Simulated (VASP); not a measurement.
# Si63Te (a cell with a defect) in VASP: relaxation of the atoms with PBE

Aim: the relaxation of the atoms of Si63Te (a cell with a defect) with PBE.

All numbers are computed with VASP 6.6.1; they aren't measurements. Logs are shortened: lines on timing, memory, paths and dates and some standing lists are left out, and cuts for length are marked.

## (1) Starting point

The cell holds a defect, 64 atoms: a = 10.938 Å, b = 10.938 Å, c = 10.938 Å, α = 90.00°, β = 90.00°, γ = 90.00°.

The cell was built by a generator and needn't be a form met in nature.

## (2) Relaxation of the atoms, PBE

INCAR

```
SYSTEM = Si63Te
PREC = Accurate ; ENCUT = 350
EDIFF = 1E-6 ; ISMEAR = 0
SIGMA = 0.02 ; LREAL = .FALSE.
LASPH = .TRUE. ; NELM = 100
ALGO = Normal ; ISIF = 2
LWAVE = .FALSE. ; LCHARG = .FALSE.
GGA = PE ; IBRION = 2
NSW = 40 ; EDIFFG = -0.005
```

KPOINTS

```
regular mesh
0
G
  2 2 2
  0 0 0
```

POSCAR

```
Si63Te
1.0
   10.9380000000      0.0000000000      0.0000000000
    0.0000000000     10.9380000000      0.0000000000
    0.0000000000      0.0000000000     10.9380000000
Si Te
63 1
Direct
    0.0000000000      0.2500000000      0.2500000000
    0.2500000000      0.0000000000      0.2500000000
    0.2500000000      0.2500000000      0.0000000000
    0.1250000000      0.1250000000      0.1250000000
    0.1250000000      0.3750000000      0.3750000000
    0.3750000000      0.1250000000      0.3750000000
    0.3750000000      0.3750000000      0.1250000000
    0.0000000000      0.0000000000      0.5000000000
    0.0000000000      0.2500000000      0.7500000000
    0.2500000000      0.0000000000      0.7500000000
    0.2500000000      0.2500000000      0.5000000000
    0.1250000000      0.1250000000      0.6250000000
    0.1250000000      0.3750000000      0.8750000000
    0.3750000000      0.1250000000      0.8750000000
    0.3750000000      0.3750000000      0.6250000000
    0.0000000000      0.5000000000      0.0000000000
    0.0000000000      0.7500000000      0.2500000000
    0.2500000000      0.5000000000      0.2500000000
    0.2500000000      0.7500000000      0.0000000000
    0.1250000000      0.6250000000      0.1250000000
    0.1250000000      0.8750000000      0.3750000000
    0.3750000000      0.6250000000      0.3750000000
    0.3750000000      0.8750000000      0.1250000000
    0.0000000000      0.5000000000      0.5000000000
    0.0000000000      0.7500000000      0.7500000000
    0.2500000000      0.5000000000      0.7500000000
    0.2500000000      0.7500000000      0.5000000000
    0.1250000000      0.6250000000      0.6250000000
    0.1250000000      0.8750000000      0.8750000000
    0.3750000000      0.6250000000      0.8750000000
    0.3750000000      0.8750000000      0.6250000000
    0.5000000000      0.0000000000      0.0000000000
    0.5000000000      0.2500000000      0.2500000000
    0.7500000000      0.0000000000      0.2500000000
    0.7500000000      0.2500000000      0.0000000000
    0.6250000000      0.1250000000      0.1250000000
    0.6250000000      0.3750000000      0.3750000000
    0.8750000000      0.1250000000      0.3750000000
    0.8750000000      0.3750000000      0.1250000000
    0.5000000000      0.0000000000      0.5000000000
    0.5000000000      0.2500000000      0.7500000000
    0.7500000000      0.0000000000      0.7500000000
    0.7500000000      0.2500000000      0.5000000000
    0.6250000000      0.1250000000      0.6250000000
    0.6250000000      0.3750000000      0.8750000000
    0.8750000000      0.1250000000      0.8750000000
    0.8750000000      0.3750000000      0.6250000000
    0.5000000000      0.5000000000      0.0000000000
    0.5000000000      0.7500000000      0.2500000000
    0.7500000000      0.5000000000      0.2500000000
    0.7500000000      0.7500000000      0.0000000000
    0.6250000000      0.6250000000      0.1250000000
    0.6250000000      0.8750000000      0.3750000000
    0.8750000000      0.6250000000      0.3750000000
    0.8750000000      0.8750000000      0.1250000000
    0.5000000000      0.5000000000      0.5000000000
    0.5000000000      0.7500000000      0.7500000000
    0.7500000000      0.5000000000      0.7500000000
    0.7500000000      0.7500000000      0.5000000000
    0.6250000000      0.6250000000      0.6250000000
    0.6250000000      0.8750000000      0.8750000000
    0.8750000000      0.6250000000      0.8750000000
    0.8750000000      0.8750000000      0.6250000000
    0.0000000000      0.0000000000      0.0000000000
```

Potentials or basis: VASP PAW PBE potentials, release 64 (Si, Te).

Run with:

```console
> cat potpaw_PBE.64/Si/POTCAR potpaw_PBE.64/Te/POTCAR > POTCAR
> mpirun -np 4 vasp_std > vasp.out
```

OUTCAR:

```text
SYSTEM = Si63Te
   PREC = Accurate
   ENCUT = 350
   EDIFF = 1E-6
   ISMEAR = 0
   LREAL = .FALSE.
   LASPH = .TRUE.
   NELM = 100
   ISIF = 2
   GGA = PE
   IBRION = 2
   NSW = 40
   EDIFFG = -0.005

 ion  position               nearest neighbor table
   1  0.000  0.250  0.250-   4 2.37   5 2.37  38 2.37  39 2.37
   2  0.250  0.000  0.250-   4 2.37   6 2.37  21 2.37  23 2.37
   3  0.250  0.250  0.000-   4 2.37   7 2.37  13 2.37  14 2.37
   4  0.125  0.125  0.125-   1 2.37   2 2.37   3 2.37  64 2.37
   5  0.125  0.375  0.375-   1 2.37  11 2.37  18 2.37  24 2.37
   6  0.375  0.125  0.375-   2 2.37  11 2.37  33 2.37  40 2.37
[... 56 lines left out ...]
  63  0.875  0.875  0.625-   8 2.37  25 2.37  42 2.37  59 2.37
  64  0.000  0.000  0.000-   4 2.37  29 2.37  46 2.37  55 2.37

  LATTYP: Found a simple cubic cell.
 ALAT       =    10.9380000000

  Lattice vectors:

 A1 = (  10.9380000000,   0.0000000000,   0.0000000000)
 A2 = (   0.0000000000,  10.9380000000,   0.0000000000)
 A3 = (   0.0000000000,   0.0000000000,  10.9380000000)

Analysis of symmetry for initial positions (statically):
=====================================================================
 Subroutine PRICEL returns:
 Original cell was already a primitive cell.

 Routine SETGRP: Setting up the symmetry group for a
 simple cubic supercell.

 Subroutine GETGRP returns: Found 24 space group operations
 (whereof 24 operations were pure point group operations)
 out of a pool of 48 trial point group operations.

The static configuration has the point symmetry T_d .

Analysis of symmetry for dynamics (positions and initial velocities):
=====================================================================
 Subroutine PRICEL returns:
 Original cell was already a primitive cell.

 Routine SETGRP: Setting up the symmetry group for a
 simple cubic supercell.

 Subroutine GETGRP returns: Found 24 space group operations
 (whereof 24 operations were pure point group operations)
 out of a pool of 48 trial point group operations.

The dynamic configuration has the point symmetry T_d .

 Subroutine INISYM returns: Found 24 space group operations
 (whereof 24 operations are pure point group operations),
 and found     1 'primitive' translations

----------------------------------------------------------------------------------------

                                     Primitive cell

  volume of cell :    1308.6206

  direct lattice vectors                    reciprocal lattice vectors
    10.938000000  0.000000000  0.000000000     0.091424392  0.000000000  0.000000000
     0.000000000 10.938000000  0.000000000     0.000000000  0.091424392  0.000000000
     0.000000000  0.000000000 10.938000000     0.000000000  0.000000000  0.091424392

  length of vectors
    10.938000000 10.938000000 10.938000000     0.091424392  0.091424392  0.091424392

  position of ions in fractional coordinates (direct lattice)
     0.000000000  0.250000000  0.250000000
     0.250000000  0.000000000  0.250000000
     0.250000000  0.250000000  0.000000000
     0.125000000  0.125000000  0.125000000
     0.125000000  0.375000000  0.375000000
     0.375000000  0.125000000  0.375000000
[... 56 lines left out ...]
     0.875000000  0.875000000  0.625000000
     0.000000000  0.000000000  0.000000000

  ion indices of the primitive-cell ions
   primitive index   ion index
                 1           1
                 2           2
                 3           3
                 4           4
                 5           5
                 6           6
[... 56 lines left out ...]
                63          63
                64          64

----------------------------------------------------------------------------------------

 KPOINTS: regular mesh

Automatic generation of k-mesh.
 Grid dimensions read from file:
 generate k-points for:    2    2    2

 Generating k-lattice:

  Cartesian coordinates                     Fractional coordinates (reciprocal lattice)
     0.045712196  0.000000000  0.000000000     0.500000000  0.000000000  0.000000000
     0.000000000  0.045712196  0.000000000     0.000000000  0.500000000  0.000000000
     0.000000000  0.000000000  0.045712196     0.000000000  0.000000000  0.500000000

  Length of vectors
     0.045712196  0.045712196  0.045712196

  Shift w.r.t. Gamma in fractional coordinates (k-lattice)
     0.000000000  0.000000000  0.000000000

 Subroutine IBZKPT returns following result:
 ===========================================

 Found      4 irreducible k-points:

 Following reciprocal coordinates:
            Coordinates               Weight
  0.000000  0.000000  0.000000      1.000000
  0.500000  0.000000  0.000000      3.000000
  0.500000  0.500000  0.000000      3.000000
  0.500000  0.500000  0.500000      1.000000
   k-points           NKPTS =      4   k-points in BZ     NKDIM =      4   number of bands    NBANDS=    164
   number of dos      NEDOS =    301   number of ions     NIONS =     64
   total plane-waves  NPLWV = 343000
   dimension x,y,z NGX =    70 NGY =   70 NGZ =   70
   dimension x,y,z NGXF=   140 NGYF=  140 NGZF=  140
   ions per type =              63   1
   NGX,Y,Z   is equivalent  to a cutoff of  10.64, 10.64, 10.64 a.u.
   NGXF,Y,Z  is equivalent  to a cutoff of  21.28, 21.28, 21.28 a.u.
 SYSTEM =  Si63Te
   PREC   = accura    normal or accurate (medium, high low for compatibility)
   ISTART =      0    job   : 0-new  1-cont  2-samecut
   ICHARG =      2    charge: 1-file 2-atom 10-const
   ISPIN  =      1    spin polarized calculation?
   LNONCOLLINEAR =      F non collinear calculations
   LSORBIT =      F    spin-orbit coupling
   LASPH  =      T    aspherical Exc in radial PAW
   ENCUT  =  350.0 eV  25.72 Ry    5.07 a.u.  16.69 16.69 16.69*2*pi/ulx,y,z
   NELM   =    100;   NELMIN=  2; NELMDL= -5     # of ELM steps
   EDIFF  = 0.1E-05   stopping-criterion for ELM
   LREAL  =      F    real-space projection
   EDIFFG = -.5E-02   stopping-criterion for IOM
   NSW    =     40    number of steps for IOM
   IBRION =      2    ionic relax: 0-MD 1-quasi-New 2-CG
   NFREE  =      1    steps in history (QN), initial steepest desc. (CG)
   ISIF   =      2    stress and relaxation
   ISYM   =      2    0-nonsym 1-usesym 2-fastsym
   POTIM  = 0.5000    time-step for ionic-motion
   TEBEG  =    0.0;   TEEND  =   0.0 temperature during run
   PSTRESS=    0.0 pullay stress
   NELECT =     258.0000    total number of electrons
   NUPDOWN=      -1.0000    fix difference up-down
   EMIN   =  10.00;   EMAX   =-10.00  energy-range for DOS
   EFERMI =   0.00;   METHOD = LEGACY
   ISMEAR =     0;   SIGMA  =   0.02  broadening in eV -4-tet -1-fermi 0-gaus
   EFERMI_NEDOS =   21; number of points for ismear=-14 and -15
   IALGO  =     38    algorithm
   IMIX   =      4    mixing-type and parameters
     AMIX     =   0.40;   BMIX     =  1.00
     AMIX_MAG =   1.60;   BMIX_MAG =  1.00
  volume/ion in A,a.u.               =      20.45       137.98
  Fermi-wavevector in a.u.,A,eV,Ry     =   0.952818  1.800566 12.352225  0.907863
  Thomas-Fermi vector in A             =   2.081416
   LORBIT       =      0    0 simple, 1 ext, 2 COOP (PROOUT), +10 PAW based schemes
   GGA     = PE    functional components
   LHFCALC =     F    Hartree Fock is set to
   AEXX    =    0.0000 exact exchange contribution
   IVDW    =     0    specifies the selected vdW correction
   LEPSILON=     F    determine dielectric tensor
   LRPA    =     F    only Hartree local field effects (RPA)
 conjugate gradient relaxation of ions
 non-spin polarized calculation
 Gauss-broadening in eV      SIGMA  =   0.02
  energy-cutoff  :      350.00
  volume of cell :     1308.62
 maximum number of plane-waves:     19549
 NGX is ok and might be reduce to    70
   NGX = 33   NGY = 33   NGZ = 33

--------------------------------------- Ionic step        1  -------------------------------------------

 number of electron     258.0000013 magnetization

 Free energy of the ion-electron system (eV)
  ---------------------------------------------------
  ext. energy  EPLUGINS =         0.00000000
  ---------------------------------------------------
  free energy    TOTEN  =      -341.21969031 eV

  energy without entropy =     -341.21476364  energy(sigma->0) =     -341.21722697

------------------------ aborting loop because EDIFF is reached ----------------------------------------

  FORCE on cell =-STRESS in cart. coord.  units (eV):
  Direction    XX          YY          ZZ          XY          YZ          ZX
  --------------------------------------------------------------------------------------
  -------------------------------------------------------------------------------------
  Total        6.7129539      6.7129539      6.7129539      0.0000000      0.0000000      0.0000000
  in kB        8.2188393      8.2188393      8.2188393      0.0000000      0.0000000      0.0000000
  external PRESSURE =       8.2188393 kB  Pullay stress =       0.0000000 kB
[... 275 lines left out ...]
  FREE ENERGIE OF THE ION-ELECTRON SYSTEM (eV)
  ---------------------------------------------------
  free  energy   TOTEN  =      -342.8075956202 eV

  energy  without entropy=     -342.8031507828  energy(sigma->0) =     -342.80537320

[... ionic steps 4 to 10 ...]

--------------------------------------- Ionic step       11  -------------------------------------------

 number of electron     257.9999986 magnetization

------------------------ aborting loop because EDIFF is reached ----------------------------------------
[... 191 lines left out ...]
--------------------------------------- Ionic step       13  -------------------------------------------

 number of electron     257.9999986 magnetization

 Free energy of the ion-electron system (eV)
  ---------------------------------------------------
  ext. energy  EPLUGINS =         0.00000000
  ---------------------------------------------------
  free energy    TOTEN  =      -342.99181937 eV

  energy without entropy =     -342.98794044  energy(sigma->0) =     -342.98987990

 E-fermi :   6.3877     XC(G=0):  -9.3707

 val. band max:        6.3860069814   @ k =   0.5000   0.5000   0.5000
 cond. band min:       6.4023523459   @ k =   0.0000   0.0000   0.0000
 fundamental gap:      0.0163453645
 Fermi energy:         6.3877271570

 k-point     1 :       0.0000    0.0000    0.0000
  band No.  band energies     occupation
      1      -7.1101      2.00000
      2      -5.9684      2.00000
      3      -5.1126      2.00000
      4      -5.1126      2.00000
      5      -5.1126      2.00000
      6      -5.0558      2.00000
[... 565 lines left out ...]
    140       7.2269      0.00000
    141       7.2395      0.00000
 [bands above 141 left out]

------------------------ aborting loop because EDIFF is reached ----------------------------------------

  FORCE on cell =-STRESS in cart. coord.  units (eV):
  Direction    XX          YY          ZZ          XY          YZ          ZX
  --------------------------------------------------------------------------------------
  -------------------------------------------------------------------------------------
  Total        4.8964468      4.8964468      4.8964468      0.0000000      0.0000000     -0.0000000
  in kB        5.9948437      5.9948437      5.9948437      0.0000000      0.0000000     -0.0000000
  external PRESSURE =       5.9948437 kB  Pullay stress =       0.0000000 kB
[... 79 lines left out ...]
  FREE ENERGIE OF THE ION-ELECTRON SYSTEM (eV)
  ---------------------------------------------------
  free  energy   TOTEN  =      -342.9918193723 eV

  energy  without entropy=     -342.9879404366  energy(sigma->0) =     -342.98987990

 reached required accuracy - stopping structural energy minimisation
```

Wall time 24 min (4 MPI ranks of Intel Xeon 6975P-C (Granite Rapids), shared host); peak memory 0.36 GiB.

Results:

```yaml
Free_energy: -342.9918 eV
Energy_gained_by_relaxing: 27.7 meV/atom
Ionic_steps: 13
Pressure_after_relaxing: 0.6 GPa
Largest_force_after_relaxing: 0.004 eV/Å
Band_gap_on_the_k_mesh: none (metal or under the smearing width)
```

Forces on the atoms (eV/Å):
```
Si   0.003  0.001  0.001
Si   0.001  0.003  0.001
Si   0.001  0.001  0.003
Si  -0.001 -0.001 -0.001
Si   0.000  0.001  0.001
Si   0.001  0.000  0.001
Si   0.001  0.001  0.000
Si   0.000  0.000  0.000
Si  -0.003  0.001 -0.001
Si   0.001 -0.003 -0.001
Si  -0.002 -0.002  0.002
Si   0.000  0.000  0.001
Si   0.000 -0.001  0.000
Si  -0.001  0.000  0.000
Si  -0.001 -0.001  0.001
Si   0.000  0.000  0.000
Si  -0.003 -0.001  0.001
Si  -0.002  0.002 -0.002
Si   0.001 -0.001 -0.003
Si   0.000  0.001  0.000
Si   0.000  0.000 -0.001
Si  -0.001  0.001 -0.001
Si  -0.001  0.000  0.000
Si   0.000  0.000  0.000
Si   0.003 -0.001 -0.001
Si  -0.002 -0.002  0.002
Si  -0.002  0.002 -0.002
Si   0.000 -0.001 -0.001
Si  -0.001  0.001  0.001
Si   0.001 -0.001  0.000
Si   0.001  0.000 -0.001
Si   0.000  0.000  0.000
Si   0.002 -0.002 -0.002
Si  -0.001 -0.003  0.001
Si  -0.001  0.001 -0.003
Si   0.001  0.000  0.000
Si   0.001 -0.001 -0.001
Si   0.000  0.000 -0.001
Si   0.000 -0.001  0.000
Si   0.000  0.000  0.000
Si  -0.002 -0.002  0.002
Si  -0.001  0.003 -0.001
Si   0.002 -0.002 -0.002
Si  -0.001  0.000 -0.001
Si  -0.001  0.001  0.000
Si   0.001 -0.001  0.001
Si   0.000  0.001 -0.001
Si   0.000  0.000  0.000
Si  -0.002  0.002 -0.002
Si   0.002 -0.002 -0.002
Si  -0.001 -0.001  0.003
Si  -0.001 -0.001  0.000
Si  -0.001  0.000  0.001
Si   0.000 -0.001  0.001
Si   0.001  0.001 -0.001
Si   0.000  0.000  0.000
Si   0.002  0.002  0.002
Si   0.002  0.002  0.002
Si   0.002  0.002  0.002
Si   0.001  0.001  0.001
Si   0.001  0.000  0.000
Si   0.000  0.001  0.000
Si   0.000  0.000  0.001
Te   0.000  0.000  0.000
```

The path:
| step | energy change (eV) | largest force (eV/Å) | pressure (GPa) |
| --- | --- | --- | --- |
| 1 | 0.0000 | 3.5230 | 0.82 |
| 2 | -1.4524 | 0.8598 | 0.60 |
| 3 | -1.5879 | 0.5323 | 0.62 |
| 4 | -1.7252 | 0.1676 | 0.59 |
| 5 | -1.7388 | 0.2078 | 0.59 |
| 6 | -1.7655 | 0.0588 | 0.59 |
| 7 | -1.7671 | 0.0589 | 0.59 |
| 8 | -1.7709 | 0.0254 | 0.59 |
| 9 | -1.7713 | 0.0418 | 0.60 |
| 10 | -1.7719 | 0.0177 | 0.60 |
| 11 | -1.7721 | 0.0117 | 0.60 |
| 12 | -1.7721 | 0.0056 | 0.60 |
| 13 | -1.7721 | 0.0036 | 0.60 |

Levels at points of the mesh, in eV from the Fermi level:
```
           k point  band 125  band 126  band 127  band 128  band 129  band 130  band 131  band 132  band 133  band 134
(0.00, 0.00, 0.00)     -1.85     -0.73     -0.73     -0.73     -0.42      0.01      0.01      0.01      0.12      0.12
(0.50, 0.00, 0.00)     -1.53     -1.53     -1.47     -1.47     -0.15     -0.12      0.52      0.84      1.03      1.05
(0.50, 0.50, 0.00)     -1.04     -1.03     -1.03     -0.93      0.26      0.40      0.50      0.50      0.95      1.03
(0.50, 0.50, 0.50)     -1.41     -1.37     -1.37     -1.37      0.00      0.54      0.54      0.54      0.76      0.76
```

Spin-orbit coupling is left out, which matters for the levels of Te.
